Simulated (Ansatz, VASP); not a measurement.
# MgH2 in two plane-wave programs

Wanted: the spread between two codes on one cell, functional and k mesh. The cell is taken from a series of runs on this material, whose earlier steps may have relaxed, scaled, displaced or heated it; both programs get it as it stands.

Calculated with Ansatz 0.2.0; plane waves, with VASP 6.6.1 beside it; LDA, PBEsol and PBE.

### Step 1. Starting point

Symmetry: P4_2/mnm, No. 136, tetragonal system. Conventional cell: a = 4.517 Å, b = 4.517 Å, c = 3.021 Å, α = 90.00°, β = 90.00°, γ = 90.00°. Mg has 6 H at 1.95 Å nearest. Nearest to H lie 3 Mg at 1.95 Å. Farther neighbours are not listed.

### Step 2. VASP: dielectric response, LDA

The response to a field tests empty states and converges slowly with the mesh.

Lines of VASP's logs that name or quote its potential files are left out, and so is its time.

Input file INCAR:

```
SYSTEM = MgH2
PREC = Accurate
ENCUT = 520
EDIFF = 1E-08
NELM = 120
ISMEAR = 0
SIGMA = 0.01
LREAL = .FALSE.
ALGO = Normal
GGA = CA
NBANDS = 10
LORBIT = 11
LWAVE = .FALSE.
LCHARG = .FALSE.
ISIF = 2
LEPSILON = .TRUE.
LASPH = .TRUE.
GGA_COMPAT = .FALSE.
EFERMI = MIDGAP
KPAR = 2
```

Input file POSCAR:

```
MgH2
1.0
    4.5168000000      0.0000000000      0.0000000000
    0.0000000000      4.5168000000      0.0000000000
    0.0000000000      0.0000000000      3.0205000000
Mg H
2 4
Direct
    0.0000000000      0.0000000000      0.0000000000
    0.5000000000      0.5000000000      0.5000000000
    0.3060000000      0.3060000000      0.0000000000
    0.1940000000      0.8060000000      0.5000000000
    0.6940000000      0.6940000000      0.0000000000
    0.8060000000      0.1940000000      0.5000000000
```

Input file KPOINTS:

```
Automatic mesh
0
Gamma
4 4 6
0 0 0
```

PAW data sets: Mg and H (LDA family, release 64).

Command:

```console
$ mpirun -np 2 vasp_std
```

Numbers of over 12 decimals in the logs are rounded to 6 here.

The log of the run:

```text
[banner, memory and clock lines left out]
running    2 mpi-ranks, on    1 nodes
 distrk:  each k-point on    1 cores,    2 groups
 distr:  one band on    1 cores,    1 groups

 POSCAR found type information on POSCAR MgH
 POSCAR found :  2 types and       6 ions
 LDA part: xc-table for (Slater(with rela. corr.)+CA(PZ))
 , standard interpolation
 POSCAR, INCAR and KPOINTS ok, starting setup
 FFT: planning ... GRIDC
 FFT: planning ... GRID_SOFT
 FFT: planning ... GRID
 WAVECAR not read
 entering main loop
       N       E                     dE             d eps       ncg     rms          rms(c)
DAV:   1    -0.230839052528E+00   -0.23084E+00   -0.30668E+03   480   0.598E+02
DAV:   2    -0.193271913617E+02   -0.19096E+02   -0.17972E+02   624   0.787E+01
DAV:   3    -0.202044874982E+02   -0.87730E+00   -0.87611E+00   622   0.184E+01
DAV:   4    -0.202076688108E+02   -0.31813E-02   -0.31812E-02   562   0.113E+00
DAV:   5    -0.202076893697E+02   -0.20559E-04   -0.20559E-04   564   0.929E-02    0.639E+00
DAV:   6    -0.192106026241E+02    0.99709E+00   -0.75244E-01   520   0.411E+00    0.323E+00
DAV:   7    -0.188549808475E+02    0.35562E+00   -0.97661E-01   512   0.494E+00    0.466E-01
DAV:   8    -0.188576121024E+02   -0.26313E-02   -0.16487E-02   506   0.801E-01    0.138E-01
DAV:   9    -0.188569418680E+02    0.67023E-03   -0.14550E-03   558   0.182E-01    0.146E-02
DAV:  10    -0.188569472824E+02   -0.54143E-05   -0.54388E-05   530   0.467E-02    0.142E-02
DAV:  11    -0.188569448553E+02    0.24270E-05   -0.70758E-06   536   0.117E-02    0.102E-03
DAV:  12    -0.188569448397E+02    0.15588E-07   -0.22938E-07   538   0.317E-03    0.290E-04
DAV:  13    -0.188569448388E+02    0.96649E-09   -0.60575E-09   300   0.507E-04
   1 F= -.18856945E+02 E0= -.18856945E+02  d E =0.000000E+00
 Linear response reoptimize wavefunctions to high precision
DAV:   1    -0.188569448389E+02   -0.77947E-10   -0.60294E-10   392   0.142E-04
 Linear response G [H, r] |phi>, progress :
  Direction:   1
       N       E                     dE             d eps       ncg     rms
RMM:   1    -0.583508032496E+02   -0.58351E+02   -0.20897E+02  1141   0.335E+01
RMM:   2    -0.262807412797E+02    0.32070E+02   -0.28060E+00   782   0.859E+00
RMM:   3    -0.262867202336E+02   -0.59790E-02   -0.92058E-03   817   0.524E-01
RMM:   4    -0.262867597445E+02   -0.39511E-04   -0.70120E-05   851   0.494E-02
RMM:   5    -0.262867603374E+02   -0.59289E-06   -0.29940E-06   838   0.779E-03
RMM:   6    -0.262867603534E+02   -0.16083E-07   -0.20592E-06   859   0.313E-03
RMM:   7    -0.262867603545E+02   -0.11019E-08   -0.20490E-06   721   0.252E-03
RMM:   8    -0.262867603545E+02    0.49084E-10   -0.20587E-06   614   0.245E-03
RMM:   9    -0.262867603026E+02    0.51877E-07   -0.15654E-06   568   0.245E-03
RMM:  10    -0.262867603174E+02   -0.14801E-07   -0.17762E-06   530   0.244E-03
 Linear response G [H, r] |phi>, progress :
  Direction:   2
       N       E                     dE             d eps       ncg     rms
RMM:   1    -0.356243104351E+02   -0.35624E+02    0.89924E+00  1056   0.294E+01
RMM:   2    -0.336250913691E+02    0.19992E+01   -0.93966E-01   779   0.609E+00
RMM:   3    -0.336263961587E+02   -0.13048E-02   -0.38673E-03   789   0.371E-01
RMM:   4    -0.336263988495E+02   -0.26908E-05   -0.43112E-05   833   0.375E-02
RMM:   5    -0.336263990795E+02   -0.23003E-06   -0.14083E-05   824   0.652E-03
RMM:   6    -0.336263990732E+02    0.63479E-08   -0.13611E-05   844   0.336E-03
RMM:   7    -0.336263990718E+02    0.13455E-08   -0.13602E-05   673   0.296E-03
RMM:   8    -0.336263990716E+02    0.16600E-09   -0.13596E-05   567   0.292E-03
RMM:   9    -0.336263991226E+02   -0.50925E-07   -0.14121E-05   532   0.292E-03
RMM:  10    -0.336263991301E+02   -0.75592E-08   -0.13492E-05   477   0.290E-03
 Linear response G [H, r] |phi>, progress :
  Direction:   3
       N       E                     dE             d eps       ncg     rms
RMM:   1    -0.388077094464E+02   -0.38808E+02   -0.60020E+01   927   0.267E+01
RMM:   2    -0.298802379109E+02    0.89275E+01   -0.57620E-01   757   0.443E+00
RMM:   3    -0.299331831694E+02   -0.52945E-01   -0.55212E-03   759   0.328E-01
RMM:   4    -0.299334078825E+02   -0.22471E-03    0.22186E-05   791   0.298E-02
RMM:   5    -0.299334147792E+02   -0.68967E-05    0.67720E-06   765   0.542E-03
RMM:   6    -0.299334159812E+02   -0.12021E-05   -0.53547E-06   712   0.298E-03
RMM:   7    -0.299334160929E+02   -0.11169E-06   -0.83287E-06   566   0.271E-03
RMM:   8    -0.299334161260E+02   -0.33129E-07   -0.13915E-05   473   0.268E-03
RMM:   9    -0.299334161523E+02   -0.26275E-07   -0.28026E-05   470   0.267E-03
RMM:  10    -0.299334160653E+02    0.87035E-07   -0.52465E-05   456   0.266E-03
 Linear response to external field (no local field effect), progress :
  Direction:   1
       N       E                     dE             d eps       ncg     rms          rms(c)
RMM:   1    -0.461653789380E+00   -0.46165E+00   -0.82889E-01   992   0.270E+00
RMM:   2    -0.464885968500E+00   -0.32322E-02   -0.19240E-03   771   0.289E-01
RMM:   3    -0.464896283423E+00   -0.10315E-04   -0.91553E-06   775   0.194E-02
RMM:   4    -0.464896333553E+00   -0.50129E-07   -0.83658E-08   785   0.197E-03
RMM:   5    -0.464896333938E+00   -0.38517E-09   -0.69299E-09   757   0.373E-04
 change of polarisation eV/A/(eV/A) component  1 :     0.930     0.036    -0.077
 dielectric tensor                  component  1 :     3.730     0.106    -0.227
 Linear response to external field (no local field effect), progress :
  Direction:   2
       N       E                     dE             d eps       ncg     rms          rms(c)
RMM:   1    -0.684175134170E+00   -0.68418E+00   -0.11791E+00   985   0.281E+00
RMM:   2    -0.687123186119E+00   -0.29481E-02   -0.20984E-03   774   0.308E-01
RMM:   3    -0.687134972319E+00   -0.11786E-04   -0.10262E-05   785   0.215E-02
RMM:   4    -0.687135025286E+00   -0.52966E-07   -0.25345E-07   796   0.217E-03
RMM:   5    -0.687135025821E+00   -0.53547E-09   -0.16577E-07   770   0.477E-04
RMM:   6    -0.687135025783E+00    0.37940E-10   -0.16414E-07   532   0.293E-04
RMM:   7    -0.687135025802E+00   -0.18988E-10   -0.16433E-07   461   0.291E-04
RMM:   8    -0.687135025803E+00   -0.54623E-12   -0.16434E-07   442   0.291E-04
RMM:   9    -0.687135025803E+00   -0.52991E-12   -0.16436E-07   418   0.291E-04
 change of polarisation eV/A/(eV/A) component  2 :     0.036     1.374    -0.201
 dielectric tensor                  component  2 :     0.106     5.036    -0.589
 Linear response to external field (no local field effect), progress :
  Direction:   3
       N       E                     dE             d eps       ncg     rms          rms(c)
RMM:   1    -0.584856870548E+00   -0.58486E+00   -0.93772E-01   888   0.278E+00
RMM:   2    -0.587424203600E+00   -0.25673E-02   -0.20285E-03   745   0.281E-01
RMM:   3    -0.587433935101E+00   -0.97315E-05   -0.82176E-06   752   0.188E-02
RMM:   4    -0.587433978678E+00   -0.43576E-07   -0.11796E-07   731   0.178E-03
RMM:   5    -0.587433978582E+00    0.95793E-10   -0.38470E-08   645   0.387E-04
 change of polarisation eV/A/(eV/A) component  3 :    -0.077    -0.201     1.175
 dielectric tensor                  component  3 :    -0.227    -0.589     4.450
 Linear response to external field, progress :
  Direction:   1
       N       E                     dE             d eps       ncg     rms          rms(c)
RMM:   1    -0.572914429428E+00   -0.57291E+00   -0.10040E+00  1466   0.276E+00
RMM:   2    -0.576004546195E+00   -0.30901E-02   -0.20112E-03  1153   0.298E-01    0.983E-01
RMM:   3    -0.567013695277E+00    0.89909E-02   -0.46163E-03  1159   0.385E-01    0.578E-01
RMM:   4    -0.600880789317E+00   -0.33867E-01   -0.94169E-03  1147   0.552E-01    0.501E-02
RMM:   5    -0.603178474015E+00   -0.22977E-02   -0.10373E-04  1178   0.557E-02    0.800E-03
RMM:   6    -0.603366980001E+00   -0.18851E-03    0.28122E-06  1205   0.523E-03    0.328E-03
RMM:   7    -0.603475321142E+00   -0.10834E-03    0.42619E-06  1219   0.324E-03    0.375E-04
RMM:   8    -0.603480297894E+00   -0.49768E-05   -0.43917E-07  1261   0.638E-04    0.797E-05
RMM:   9    -0.603478294135E+00    0.20038E-05    0.62458E-08  1077   0.269E-04    0.288E-05
RMM:  10    -0.603477546135E+00    0.74800E-06   -0.45131E-08   794   0.231E-04    0.344E-06
 change of polarisation eV/A/(eV/A) component  1 :     1.100     0.035    -0.016
 dielectric tensor                  component  1 :     4.230     0.104    -0.046
 Linear response to external field, progress :
  Direction:   2
       N       E                     dE             d eps       ncg     rms          rms(c)
RMM:   1    -0.572914494122E+00   -0.57291E+00   -0.10040E+00  1466   0.276E+00
RMM:   2    -0.576004609943E+00   -0.30901E-02   -0.20112E-03  1153   0.298E-01    0.983E-01
RMM:   3    -0.567014079182E+00    0.89905E-02   -0.46170E-03  1159   0.385E-01    0.578E-01
RMM:   4    -0.600882514224E+00   -0.33868E-01   -0.94244E-03  1148   0.552E-01    0.501E-02
RMM:   5    -0.603178874234E+00   -0.22964E-02   -0.10457E-04  1176   0.557E-02    0.800E-03
RMM:   6    -0.603367257789E+00   -0.18838E-03    0.28937E-06  1204   0.523E-03    0.328E-03
RMM:   7    -0.603475626687E+00   -0.10837E-03    0.43376E-06  1220   0.324E-03    0.375E-04
RMM:   8    -0.603480604669E+00   -0.49780E-05   -0.42095E-07  1252   0.638E-04    0.797E-05
RMM:   9    -0.603478602986E+00    0.20017E-05    0.63527E-08  1085   0.269E-04    0.288E-05
RMM:  10    -0.603477857177E+00    0.74581E-06   -0.45658E-08   792   0.232E-04    0.329E-06
 change of polarisation eV/A/(eV/A) component  2 :     0.035     1.100    -0.136
 dielectric tensor                  component  2 :     0.104     4.230    -0.399
 Linear response to external field, progress :
  Direction:   3
       N       E                     dE             d eps       ncg     rms          rms(c)
RMM:   1    -0.584856870548E+00   -0.58486E+00   -0.93772E-01   888   0.278E+00
RMM:   2    -0.587424208021E+00   -0.25673E-02   -0.20285E-03   745   0.281E-01    0.104E+00
RMM:   3    -0.574619912469E+00    0.12804E-01   -0.63322E-03   719   0.444E-01    0.603E-01
RMM:   4    -0.610329522199E+00   -0.35710E-01   -0.13083E-02   734   0.635E-01    0.422E-02
RMM:   5    -0.612024452511E+00   -0.16949E-02   -0.44396E-05   751   0.465E-02    0.487E-03
RMM:   6    -0.612324304758E+00   -0.29985E-03   -0.42392E-07   766   0.439E-03    0.777E-04
RMM:   7    -0.612327020656E+00   -0.27159E-05   -0.39837E-08   773   0.940E-04    0.894E-05
RMM:   8    -0.612336984640E+00   -0.99640E-05   -0.34196E-08   672   0.284E-04    0.178E-05
RMM:   9    -0.612337693909E+00   -0.70927E-06   -0.33799E-08   361   0.209E-04    0.158E-06
 change of polarisation eV/A/(eV/A) component  3 :    -0.075    -0.195     1.108
 dielectric tensor                  component  3 :    -0.220    -0.573     4.255
 Born effective charges drift removed
```

Parts of OUTCAR (step 2):

```text
ion  position               nearest neighbor table
   1  0.000  0.000  0.000-   4 1.95   6 1.95   4 1.95   6 1.95   5 1.95   3 1.95   2 3.53   2 3.53
                             2 3.53   2 3.53   2 3.53   2 3.53   2 3.53   2 3.53
   2  0.500  0.500  0.500-   3 1.95   5 1.95   3 1.95   5 1.95   4 1.95   6 1.95   1 3.53   1 3.53
                             1 3.53   1 3.53   1 3.53   1 3.53   1 3.53   1 3.53
   3  0.306  0.306  0.000-   2 1.95   2 1.95   1 1.95
   4  0.194  0.806  0.500-   1 1.95   1 1.95   2 1.95
   5  0.694  0.694  0.000-   2 1.95   2 1.95   1 1.95
   6  0.806  0.194  0.500-   1 1.95   1 1.95   2 1.95

  LATTYP: Found a simple tetragonal cell.
 ALAT       =     4.5168000000
 C/A-ratio  =     0.6687256465

 Subroutine GETGRP returns: Found 16 space group operations
 (whereof  8 operations were pure point group operations)

The static configuration has the point symmetry D_2h.
 The point group associated with its full space group is D_4h.

 Found     24 irreducible k-points:

   k-points           NKPTS =     24   k-points in BZ     NKDIM =     24   number of bands    NBANDS=     10

   dimension x,y,z NGX =    36 NGY =   36 NGZ =   24
   dimension x,y,z NGXF=    72 NGYF=   72 NGZF=   48

   ENCUT  =  520.0 eV  38.22 Ry    6.18 a.u.   8.40  8.40  5.62*2*pi/ulx,y,z

   NELECT =       8.0000    total number of electrons

 k-points in reciprocal lattice and weights: Automatic mesh
   0.00000000  0.00000000  0.00000000       0.010
   0.25000000  0.00000000  0.00000000       0.042
   0.50000000  0.00000000  0.00000000       0.021
   0.25000000  0.25000000  0.00000000       0.042
   0.50000000  0.25000000  0.00000000       0.042
   0.50000000  0.50000000  0.00000000       0.010
   0.00000000  0.00000000  0.16666667       0.021
   0.25000000  0.00000000  0.16666667       0.083
   0.50000000  0.00000000  0.16666667       0.042
[...]
0.50000000  0.25000000  0.50000000       0.042
   0.50000000  0.50000000  0.50000000       0.010

 average (electrostatic) potential at core
       1 -40.2042       2 -40.2042       3 -34.1880       4 -34.1880       5 -34.1880
       6 -34.1880

  Total       -1.1640796     -1.1640796     -1.3656696      0.0000000      0.0000000      0.0000000
  in kB      -30.2658382    -30.2658382    -35.5071372      0.0000000      0.0000000      0.0000000
  external PRESSURE =     -32.0129379 kB  Pullay stress =       0.0000000 kB

  energy-cutoff  :      520.00
  volume of cell :       61.62
      direct lattice vectors                 reciprocal lattice vectors
     4.516800000  0.000000000  0.000000000     0.221395678  0.000000000  0.000000000
     0.000000000  4.516800000  0.000000000     0.000000000  0.221395678  0.000000000
     0.000000000  0.000000000  3.020500000     0.000000000  0.000000000  0.331071015

 POSITION                                       TOTAL-FORCE (eV/Angst)
 -----------------------------------------------------------------------------------
      0.00000      0.00000      0.00000         0.000000      0.000000      0.000000
      2.25840      2.25840      1.51025         0.000000      0.000000      0.000000
      1.38214      1.38214      0.00000        -0.036962     -0.036962      0.000000
      0.87626      3.64054      1.51025         0.036962     -0.036962      0.000000
      3.13466      3.13466      0.00000         0.036962      0.036962     -0.000000
      3.64054      0.87626      1.51025        -0.036962      0.036962     -0.000000
 -----------------------------------------------------------------------------------
    total drift:                                0.000000      0.000000     -0.000000

 MACROSCOPIC STATIC DIELECTRIC TENSOR (including local field effects in DFT)
 ------------------------------------------------------
           4.229964    -0.000000     0.000000
           0.000000     4.229964     0.000000
           0.000000     0.000000     4.254977
 ------------------------------------------------------

 PIEZOELECTRIC TENSOR (including local field effects)  for field in x, y, z        (C/m^2)
          XX          YY          ZZ          XY          YZ          ZX
  --------------------------------------------------------------------------------
  x     0.00000     0.00000     0.00000     0.00000     0.00000     0.00000
  y     0.00000     0.00000     0.00000     0.00000     0.00000     0.00000
  z     0.00000     0.00000     0.00000     0.00000     0.00000     0.00000

 BORN EFFECTIVE CHARGES (including local field effects) (in |e|, cummulative output)
 ---------------------------------------------------------------------------------
 ion    1
    1     1.86354     0.14379     0.00000
    2     0.14379     1.86354     0.00000
    3     0.00000     0.00000     1.96052
 ion    2
    1     1.86354    -0.14379     0.00000
    2    -0.14379     1.86354     0.00000
    3     0.00000     0.00000     1.96052
 ion    3
    1    -0.93177    -0.22809     0.00000
    2    -0.22809    -0.93177     0.00000
    3     0.00000     0.00000    -0.98026
 ion    4
    1    -0.93177     0.22809     0.00000
    2     0.22809    -0.93177     0.00000
    3     0.00000     0.00000    -0.98026
 ion    5
    1    -0.93177    -0.22809     0.00000
    2    -0.22809    -0.93177     0.00000
    3     0.00000     0.00000    -0.98026
 ion    6
    1    -0.93177     0.22809     0.00000
    2     0.22809    -0.93177     0.00000
    3     0.00000     0.00000    -0.98026
```

(Part 1 of 3 ends here.)

[Lines on the potential files, build, host, timing and source positions are cut from VASP's logs without a mark.]

[Logs are printed without paths, hosts, clocks, repeated set-up lines and the standing remarks that a program may print on its own settings, such as how far it seeks lower states.]

[Hosts, paths, dates, database ids (printed as entryN), source tags and the programs' standing remarks are cut or masked in the printed files.]
